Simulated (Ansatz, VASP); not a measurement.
# WS2: VASP beside Ansatz

Aim: how closely do two programs agree when they are given the same cell, functional and k mesh? The cell is taken from a series of runs on this material, whose earlier steps may have relaxed, scaled, displaced or heated it; both programs get it as it stands.

Calculated with Ansatz 0.2.0; plane waves, with VASP 6.6.1 beside it; single point at PBEsol and single point at PBEsol, spin-orbit coupling.

### Step 1. The structure

The cell holds 3 atoms: 1 W and 2 S. Its edges and angles: a = 3.146 Å, b = 3.146 Å, c = 29.500 Å, α = 90.0°, β = 90.0°, γ = 120.0°. Vacuum lies along c.

### Step 2. VASP: single point, PBEsol, pair 1

A single point gives forces, pressure and levels at one fixed geometry, so differences don't come from the geometry; what else differs is listed under the comparison.

Lines of VASP's logs that name or quote its potential files are left out, and so is its time.

Input file INCAR:

```
SYSTEM = WS2
PREC = Accurate
ENCUT = 520
EDIFF = 1E-06
NELM = 120
ISMEAR = 0
SIGMA = 0.01
LREAL = .FALSE.
ALGO = Normal
GGA = PS
NBANDS = 15
LASPH = .TRUE.
LORBIT = 11
LWAVE = .FALSE.
LCHARG = .FALSE.
ISIF = 2
LDIPOL = .TRUE.
IDIPOL = 3
DIPOL = 0.5 0.5 0.5
LVHAR = .TRUE.
GGA_COMPAT = .FALSE.
EFERMI = MIDGAP
NELMDL = -8
KPAR = 2
```

Input file POSCAR:

```
WS2
1.0
    3.1456180949      0.0000000000      0.0000000000
   -1.5728090474      2.7241851808      0.0000000000
    0.0000000000      0.0000000000     29.5000000000
W S
1 2
Direct
    0.3333333333      0.6666666667      0.5000000000
    0.6666666666      0.3333333334      0.5531219032
    0.6666666666      0.3333333334      0.4468780968
```

Input file KPOINTS:

```
Automatic mesh
0
Gamma
12 12 1
0 0 0
```

PAW data sets: W and S (PBE family, release 64).

Run with:

```sh
mpirun -np 2 vasp_std
```

Numbers of over 12 decimals in the logs are rounded to 6 here.

The program printed:

```text
[banner, memory and clock lines left out]
running    2 mpi-ranks, on    1 nodes
 distrk:  each k-point on    1 cores,    2 groups
 distr:  one band on    1 cores,    1 groups

 POSCAR found type information on POSCAR W S
 POSCAR found :  2 types and       3 ions
|                                                                             |
|               ----> ADVICE to this user running VASP <----                  |
|                                                                             |
|     You enforced a specific xc type in the INCAR file but a different       |
|     [... a line on the potential file left out ...]
|     I HOPE YOU KNOW WHAT YOU ARE DOING!                                     |
|                                                                             |

 LDA part: xc-table for (Slater+PW92), standard interpolation
 POSCAR, INCAR and KPOINTS ok, starting setup
 FFT: planning ... GRIDC
 FFT: planning ... GRID_SOFT
 FFT: planning ... GRID
 WAVECAR not read
 entering main loop
       N       E                     dE             d eps       ncg     rms          rms(c)
DAV:   1     0.139697732111E+03    0.13970E+03   -0.57852E+03   570   0.853E+02
DAV:   2    -0.889502236115E+01   -0.14859E+03   -0.13849E+03   974   0.163E+02
DAV:   3    -0.263064161881E+02   -0.17411E+02   -0.17277E+02   781   0.716E+01
DAV:   4    -0.266486414863E+02   -0.34223E+00   -0.34104E+00   790   0.124E+01
DAV:   5    -0.266566639653E+02   -0.80225E-02   -0.80181E-02   759   0.183E+00
DAV:   6    -0.266570282940E+02   -0.36433E-03   -0.36432E-03   777   0.398E-01
DAV:   7    -0.266570456644E+02   -0.17370E-04   -0.17366E-04   831   0.800E-02
DAV:   8    -0.266570464797E+02   -0.81522E-06   -0.81529E-06   745   0.170E-02    0.292E+01
DAV:   9    -0.255319995688E+02    0.11250E+01   -0.29204E+00   855   0.123E+01    0.128E+01
DAV:  10    -0.253823919126E+02    0.14961E+00   -0.10391E+00   738   0.800E+00    0.591E+00
DAV:  11    -0.253115154366E+02    0.70876E-01   -0.15387E-01   717   0.342E+00    0.958E-01
DAV:  12    -0.253101669010E+02    0.13485E-02   -0.28501E-02   808   0.116E+00    0.514E-01
DAV:  13    -0.253082350666E+02    0.19318E-02   -0.78947E-03   780   0.636E-01    0.180E-01
DAV:  14    -0.253081942236E+02    0.40843E-04   -0.62174E-04   745   0.203E-01    0.511E-02
[...]
DAV:  19    -0.253084738990E+02   -0.11168E-03   -0.63969E-06   661   0.124E-02    0.985E-03
DAV:  20    -0.253084839228E+02   -0.10024E-04   -0.34868E-07   643   0.361E-03    0.155E-03
DAV:  21    -0.253085045720E+02   -0.20649E-04   -0.58598E-07   542   0.285E-03    0.708E-04
DAV:  22    -0.253085103805E+02   -0.58085E-05   -0.56205E-07   619   0.189E-03    0.566E-04
DAV:  23    -0.253085196499E+02   -0.92694E-05   -0.29985E-07   580   0.172E-03    0.586E-04
DAV:  24    -0.253085230801E+02   -0.34302E-05   -0.11356E-07   614   0.102E-03    0.315E-04
DAV:  25    -0.253085249643E+02   -0.18842E-05   -0.37134E-08   565   0.562E-04    0.130E-04
DAV:  26    -0.253085257644E+02   -0.80005E-06   -0.15900E-08   600   0.376E-04
   1 F= -.25308526E+02 E0= -.25308526E+02  d E =0.000000E+00
```

From OUTCAR (step 2):

```text
ion  position               nearest neighbor table
   1  0.333  0.667  0.500-   2 2.40   3 2.40   2 2.40   3 2.40   2 2.40   3 2.40
   2  0.667  0.333  0.553-   1 2.40   1 2.40   1 2.40
   3  0.667  0.333  0.447-   1 2.40   1 2.40   1 2.40

  LATTYP: Found a hexagonal cell.
 ALAT       =     3.1456180949
 C/A-ratio  =     9.3781250966

 Subroutine GETGRP returns: Found 12 space group operations
 (whereof 12 operations were pure point group operations)

The static configuration has the point symmetry D_3h.

 Found     19 irreducible k-points:

   k-points           NKPTS =     19   k-points in BZ     NKDIM =     19   number of bands    NBANDS=     15

   dimension x,y,z NGX =    24 NGY =   24 NGZ =  224
   dimension x,y,z NGXF=    48 NGYF=   48 NGZF=  448

   ENCUT  =  520.0 eV  38.22 Ry    6.18 a.u.   5.85  5.85 54.85*2*pi/ulx,y,z

   NELECT =      18.0000    total number of electrons

 k-points in reciprocal lattice and weights: Automatic mesh
   0.00000000  0.00000000  0.00000000       0.007
   0.08333333  0.00000000  0.00000000       0.042
   0.16666667  0.00000000  0.00000000       0.042
   0.25000000  0.00000000  0.00000000       0.042
   0.33333333  0.00000000  0.00000000       0.042
   0.41666667  0.00000000  0.00000000       0.042
   0.50000000  0.00000000  0.00000000       0.021
   0.08333333  0.08333333  0.00000000       0.042
   0.16666667  0.08333333  0.00000000       0.083
[...]
0.33333333  0.25000000  0.00000000       0.083
   0.33333333  0.33333333  0.00000000       0.014

 dipolmoment           0.000000      0.000000     -0.000000 electrons x Angstroem

 average (electrostatic) potential at core
       1 -48.5968       2 -94.7409       3 -94.7409

 E-fermi :  -2.3521

 k-point     1 :       0.0000    0.0000    0.0000
  band No.  band energies     occupation
    ...
      5      -6.1716      2.00000
      6      -5.5031      2.00000
      7      -4.8810      2.00000
      8      -4.8810      2.00000
      9      -3.4651      2.00000
     10      -0.3214      0.00000
     11      -0.3214      0.00000
     12      -0.1516      0.00000
     13      -0.1516      0.00000
     14       1.8232      0.00000
    ...

 k-point     2 :       0.0833    0.0000    0.0000
  band No.  band energies     occupation
    ...
      5      -6.0521      2.00000
      6      -5.8908      2.00000
      7      -5.0706      2.00000
      8      -4.7035      2.00000
      9      -3.5140      2.00000
     10      -0.4645      0.00000
     11      -0.4342      0.00000
     12      -0.2625      0.00000
     13      -0.1000      0.00000
     14       2.0964      0.00000
    ...

 k-point     3 :       0.1667    0.0000    0.0000
  band No.  band energies     occupation
    ...
      5      -6.5519      2.00000
      6      -5.7221      2.00000
      7      -5.5110      2.00000
      8      -4.7135      2.00000
      9      -3.7586      2.00000
     10      -0.9244      0.00000
     11      -0.5020      0.00000
     12      -0.4319      0.00000
     13       0.4035      0.00000
     14       2.5667      0.00000
    ...

  Total       -0.1542480     -0.1542480     -0.1014935     -0.0000000      0.0000000     -0.0000000
  in kB       -0.9776096     -0.9776096     -0.6432568     -0.0000000      0.0000000     -0.0000000
  external PRESSURE =      -0.8661586 kB  Pullay stress =       0.0000000 kB

  energy-cutoff  :      520.00
  volume of cell :      252.79
      direct lattice vectors                 reciprocal lattice vectors
     3.145618095  0.000000000  0.000000000     0.317902546  0.183541120  0.000000000
    -1.572809047  2.724185181  0.000000000     0.000000000  0.367082241  0.000000000
     0.000000000  0.000000000 29.500000000     0.000000000  0.000000000  0.033898305

 POSITION                                       TOTAL-FORCE (eV/Angst)
 -----------------------------------------------------------------------------------
     -0.00000      1.81612     14.75000        -0.000000     -0.000000      0.000000
      1.57281      0.90806     16.31710         0.000000      0.000000     -0.024050
      1.57281      0.90806     13.18290        -0.000000     -0.000000      0.024050
 -----------------------------------------------------------------------------------
    total drift:                                0.000000     -0.000000     -0.000000

  FREE ENERGIE OF THE ION-ELECTRON SYSTEM (eV)
  ---------------------------------------------------
  free  energy   TOTEN  =       -25.3085257644 eV

  energy  without entropy=      -25.3085257644  energy(sigma->0) =      -25.30852576

 vacuum level on the upper side and lower side of the slab         2.393         2.393

 total charge
# of ion       s       p       d       tot
------------------------------------------
    1        0.569   0.730   4.316   5.614
    2        1.353   2.349   0.000   3.702
    3        1.353   2.349   0.000   3.702
--------------------------------------------------
tot          3.274   5.429   4.316  13.019

[... 3 further parts left out ...]
```

This run has no spin polarisation, so a moment on W, if there is one, isn't seen.

### Step 3. Ansatz: single point, PBEsol, pair 1

Ansatz runs on its default PAW (the set named soft_2) files.

The same cell, functional and mesh now go to Ansatz, which takes its cutoff from its data sets.

Input file input.yaml:

```yaml
crystal:
  lattice:
    - [3.1456180949, 0.0, 0.0]
    - [-1.5728090474, 2.7241851808, 0.0]
    - [0.0, 0.0, 29.5]
  atoms:
    - { symbol: W, position: [0.3333333333, 0.6666666667, 0.5] }
    - { symbol: S, position: [0.6666666667, 0.3333333333, 0.5531219032] }
    - { symbol: S, position: [0.6666666667, 0.3333333333, 0.4468780968] }
  periodic: [true, true, false]
kpoints:
  mp_grid: { grid: [12, 12, 1] }
hamiltonian:
  xc: pbesol
scf:
  occupations: { method: fixed }
  n_extra_bands: 123
output:
  wannier:
    kmesh: [24, 24, 1]
    projections: [{ species: S, l: p, shell: 3 }, { species: W, l: d, shell: 5 }]
    minimise: true
    write_hr: true
    seedname: w
    conv_tol: 1.0e-07
    max_iter: 4000
    disentanglement:
      window: [-12.53, 1.03]
      frozen_window: [-12.53, -2.7]
      conv_tol: 1.0e-08
```

Run with:

```sh
ansatz run input.yaml --threads 12 --pin off --max-ram 27648MiB --backend cpu --events-out ev --progress --plain --runs-dir out
```

The program printed:

```text
scf.n_extra_bands = 123 over 13 filled bands (N_el = 26.0): the run solves 136 bands
Engine: ansatz 0.2.0, x86_64-unknown-linux-gnu
Pseudopotentials: kind: paw
Pseudopotential: W, paw, valence charge 14, recommended cutoff 420 eV (normal), W.paw.azcp
Pseudopotential: S, paw, valence charge 6, recommended cutoff 420 eV (normal), S.paw.azcp
Functional definition: PBEsol
  exchange = pbesol_x
  correlation = pbesol_c
Crystal: 3 atoms, lattice volume = 252.793 Å³
Basis set: ecut = 420 eV, 4923 PW (Γ)
Bands: 136, of which v1, the nominal top of the filled ones, is band 13 counted from 1 (12 counted from 0)
Symmetry: 12 space group operations
Space group: P-6m2 (ITA 187), of the structure as read, at distance tolerance 6.3e-5 Å
k-points: 19 of 144 (time reversal used)
Non-local potential: W, projectors of the file, l = 0: 3, l = 1: 2, l = 2: 2, l = 3: 1
Non-local potential: S, projectors of the file, l = 0: 2, l = 1: 2, l = 2: 2
PAW form: soft (Blöchl's): semilocal exchange-correlation on the pseudo side does not see the compensation charge
PAW frozen core: W, regenerated for the run's functional, and the local potential with it (the file was generated under x = pbe(κ = 0.804, μ = 0.219515), c = pbe(β = 0.066725))
PAW frozen core: S, regenerated for the run's functional, and the local potential with it (the file was generated under x = pbe(κ = 0.804, μ = 0.219515), c = pbe(β = 0.066725))
PAW one-centre angular grid: W, 590 points (default); XC on 64 Gauss nodes
PAW one-centre angular grid: S, 110 points (default); XC on 64 Gauss nodes
Initial density: superposition of atomic densities (neutral atoms: chi_scale 0, normalization atom), corrected by the library's trained network
Initial wavefunctions: pseudopotential atomic-orbital guess
Functional: x = pbesol(κ = 0.804, μ = 0.123457), c = pbesol(β = 0.046)
SCF iter   1: F=—  HF=-12029.066003 eV  |F-HF|=—  |Δ(HF+E_count)|=         —  Δρ=4.31e-3  dr2=1.10e-1  ethr=1.77e-3  ⟨swp⟩=6.1  Hψ=9515  notcnv=0  defer=2297
preconditioner: auto → none  [insulator: Δε(μ)=1.918 eV  Ē_g=30.986 eV  n_scr=16 (ndim 8)  ℏωp=9.9 eV  f_vac=0.761  ε∞_Penn≈1.1]
SCF iter   2: F=—  HF=-12029.110606 eV  |F-HF|=—  |Δ(HF+E_count)|=   4.46e-2  Δρ=6.15e-3  dr2=3.65e-1  ethr=4.25e-4  ⟨swp⟩=2.5  Hψ=3114  notcnv=0  defer=2298  recentre
SCF iter   3: F=—  HF=-12029.050684 eV  |F-HF|=—  |Δ(HF+E_count)|=   5.99e-2  Δρ=1.55e-3  dr2=4.19e-3  ethr=4.25e-4  ⟨swp⟩=3.1  Hψ=665  notcnv=0  defer=2296
SCF iter   4: F=—  HF=-12029.054676 eV  |F-HF|=—  |Δ(HF+E_count)|=   3.99e-3  Δρ=4.87e-4  dr2=4.60e-4  ethr=1.61e-5  ⟨swp⟩=3.2  Hψ=2788  notcnv=0  defer=2299
SCF iter   5: F=—  HF=-12029.054747 eV  |F-HF|=—  |Δ(HF+E_count)|=   7.11e-5  Δρ=2.21e-4  dr2=6.64e-5  ethr=1.77e-6  ⟨swp⟩=3.3  Hψ=732  notcnv=0  defer=2299
SCF iter   6: F=—  HF=-12029.054665 eV  |F-HF|=—  |Δ(HF+E_count)|=   8.20e-5  Δρ=6.31e-5  dr2=1.04e-5  ethr=2.55e-7  ⟨swp⟩=2.9  Hψ=1405  notcnv=0  defer=2299
SCF iter   7: F=—  HF=-12029.054662 eV  |F-HF|=—  |Δ(HF+E_count)|=   2.47e-6  Δρ=2.22e-5  dr2=9.48e-7  ethr=3.98e-8  ⟨swp⟩=3.4  Hψ=840  notcnv=0  defer=2299
SCF iter   8: F=-12029.054662 eV  HF=-12029.054662 eV  |F-HF|=7.00e-8  |Δ(HF+E_count)|=   2.98e-7  Δρ=6.84e-6  dr2=9.39e-8  ethr=3.85e-10  ⟨swp⟩=26.6  Hψ=47409  notcnv=0
SCF 1 converged in 8 iterations: F = -12029.054662 eV  dr2 = 9.39e-8
  greatest PAW one-centre occupation: 1.000 electrons in one spin orbital (limit 2), on the W atom at site 0 (counted from 0), in its partial waves of l = 0
NSCF: frozen V_eff on 64 k-points
the Wannier pass solved 64 of the 576 points of its mesh, and has the states at the others by symmetry: states obtained by the crystal's operations at points that were solved too leave a residual of 6.46e-13 eV (read by the count's bands and the next), within 8.33e-6 eV
SCF converged after 8 iterations
Free energy (F): -12029.054662 eV
Harris-Foulkes:  -12029.054662 eV  (|F-HF|=7.00e-8)
Internal energy: -12029.054662 eV  (E = F + TS)
E sigma→0 (E₀):  -12029.054662 eV
Fermi energy:    -5.739265 eV
--- Per-component energies (eV) ---
  E_band       = -623.218134
  E_kinetic    = 666.947285
  E_local      = -44001.021067  (includes V_loc(G=0)·N_el)
  E_nonlocal   = 60.298139
  E_hartree    = 21601.418268
  E_xc         = -458.639024
  E_vxc        = -414.864596  (∫ρ·V_xc dr)
  E_paw        = -9604.532789  (= ΣΔE_a)
  E_vpaw       = -137.420482  (= ΣTr[D̂ρ^β])
  E_aug_tail   = -0.000065  (compensation charges beyond the density's cutoff)
  E_ewald      = 19706.128900
  E_core_change = 0.345691  (= ΣΔE_core)
  E_smearing   = -0.000000  (= −TS)
  E_closure    = -0.000000  (closes the sum)
  Σ components = -12029.054662   (vs F -12029.054662, Δ=0.00e0)
--- Band table (eV; the first three rows and the last of 19) ---
  k-point 0: bands = [... 9 lower, -7.9216, -7.3073, -7.3073, -5.8664, -2.7490, -2.7490, -2.5721, -2.5721, ... 119 higher]
  k-point 1: bands = [... 9 lower, -8.3146, -7.4967, -7.1233, -5.9152, -2.8853, -2.8601, -2.6829, -2.5252, ... 119 higher]
  k-point 2: bands = [... 9 lower, -8.1435, -7.9363, -7.1262, -6.1612, -3.3450, -2.9208, -2.8557, -2.0154, ... 119 higher]
  k-point 18: bands = [... 9 lower, -9.6366, -9.0474, -8.1390, -5.7393, -3.8019, -2.4369, -1.5755, 0.0267, ... 119 higher]
  ° read free of the cell's end (the report's vacuum.weakly_bound_levels)
  °? not known for the slab's own: over its row's bound_up_to_ev there, or no deeper under its free states than its continued_xc_part_ev in size
Wannier search: line search 1 of at most 4000: gauge-dependent spread (as the search counts it) 1.5996330 Å², largest recent change 3.7e-1 Å² and fall left 5.8e-5 Å² against conv_tol 1.0e-7 Å², 0 stops escaped
```

Reading the cycles: dr2 is the Hartree energy of the density residual (eV), the measure of convergence; HF is the Harris–Foulkes estimate of the energy, which meets the free energy F at convergence.

### Step 4. Differences

Known differences besides the potentials themselves: fixed occupations in Ansatz, narrow Gaussian smearing in VASP; Ansatz cuts the interaction across the vacuum, VASP repeats the sheet with a dipole correction; the data sets hold 26 valence electrons in Ansatz (on its default PAW (the set named soft_2) files) and 18 in VASP; the cutoff is 420 eV in Ansatz and 520 eV in VASP; Ansatz makes its cores anew for this functional, VASP keeps those of its PBE data sets. Total energies have different zeros and are not compared.

Both answers:

```csv
quantity,Ansatz,VASP,difference
gap on the k mesh (eV),1.937,1.935,+0.002
```

A gap on the mesh is an upper bound, since the band edges may lie between its points; neither run holds spin-orbit coupling, which can move the band edges of a compound of W. With vacuum in the cell, a pressure given here is an average over mostly empty space and none of the material.

### Step 5. Ansatz: single point, PBEsol, pair 2

A single point gives forces, pressure and levels at one fixed geometry, so differences don't come from the geometry; what else differs is listed under the comparison.

The cell is taken from a series of runs on this material, whose earlier steps may have relaxed, scaled, displaced or heated it; both programs get it as it stands.

input.yaml, the sections that differ from step 3:

```yaml
kpoints:
  mp_grid: { grid: [12, 12, 1] }
  band_path:
    path:
      - [0, 0, 0]
      - [0.5, 0, 0]
      - [0.3333333333333, 0.3333333333333, 0]
      - [0, 0, 0]
    npoints: 10
scf:
  occupations: { method: fermi_dirac, width: 0.02 }
  n_extra_bands: 123
output:
  eigenvalues: true
  fatbands: true
  write_density: true
  write_potential: true
  elf: true
  volumetric_format: npy
# crystal, hamiltonian: as in step 3
```

The program printed:

```text
[...]
Crystal: 3 atoms, lattice volume = 252.793 Å³
Basis set: ecut = 420 eV, 4923 PW (Γ)
Bands: 136, of which v1, the nominal top of the filled ones, is band 13 counted from 1 (12 counted from 0)
Symmetry: 12 space group operations
[...]
k-points: 19 of 144 (time reversal used)
[...]
k-point 1: bands = [... 9 lower, -8.3145, -7.4966, -7.1232, -5.9152, -2.8852, -2.8601, -2.6828, -2.5251, ... 119 higher]
  k-point 2: bands = [... 9 lower, -8.1435, -7.9363, -7.1261, -6.1611, -3.3449, -2.9208, -2.8557, -2.0154, ... 119 higher]
  k-point 18: bands = [... 9 lower, -9.6366, -9.0473, -8.1390, -5.7393, -3.8019, -2.4369, -1.5755, 0.0267, ... 119 higher]
  ° read free of the cell's end (the report's vacuum.weakly_bound_levels)
[...]
[key lines of the parts left out:]
SCF converged after 9 iterations
Free energy (F): -12029.054662 eV
Fermi energy:    -4.771036 eV
```

### Step 6. VASP: single point, PBEsol, pair 2

The same cell, functional, mesh and smearing now go to VASP, with its own data sets.

INCAR: that of step 2 with these lines changed.

```diff
@@ -5,4 +5,4 @@
 NELM = 120
-ISMEAR = 0
-SIGMA = 0.01
+ISMEAR = -1
+SIGMA = 0.02
 LREAL = .FALSE.
```

POSCAR is that of step 2.

KPOINTS is that of step 2.

Run with:

```sh
mpirun -np 2 vasp_std
```

The program printed:

```text
[banner, memory and clock lines left out]
running    2 mpi-ranks, on    1 nodes
[...]
[... a notice as in an earlier step ...]

 LDA part: xc-table for (Slater+PW92), standard interpolation
 POSCAR, INCAR and KPOINTS ok, starting setup
[...]
entering main loop
       N       E                     dE             d eps       ncg     rms          rms(c)
DAV:   1     0.139693954232E+03    0.13969E+03   -0.57852E+03   570   0.853E+02
DAV:   2    -0.889502236115E+01   -0.14859E+03   -0.13839E+03   974   0.163E+02
[... 24 cycles as in an earlier step ...]
   1 F= -.25308526E+02 E0= -.25308526E+02  d E =-.260484E-22
```

OUTCAR, selected parts (step 6):

```text
[... 6 parts as in an earlier step ...]

[... 1 further part left out ...]
[key lines of the parts left out:]
E-fermi :  -2.3521
```

### Step 7. Differences

What differs besides the data sets and the points named for the pairs above, as far as they apply: the data sets hold 26 valence electrons in Ansatz (on its default PAW (the set named soft_2) files) and 18 in VASP. Total energies have different zeros and are not compared.

Both answers:

```csv
quantity,Ansatz,VASP,difference
gap on the k mesh (eV),1.937,1.935,+0.002
```

A gap on the mesh is an upper bound, since the band edges may lie between its points; neither run holds spin-orbit coupling, which can move the band edges of a compound of W. With vacuum in the cell, a pressure given here is an average over mostly empty space and none of the material.

[end of part 1 of 2]

[Lines on the potential files, build, host, timing and source positions are cut from VASP's logs without a mark.]

[Logs are printed without paths, hosts, clocks, repeated set-up lines and the standing remarks that a program may print on its own settings, such as how far it seeks lower states.]

[Hosts, paths, dates, database ids (printed as entryN), source tags and the programs' standing remarks are cut or masked in the printed files.]
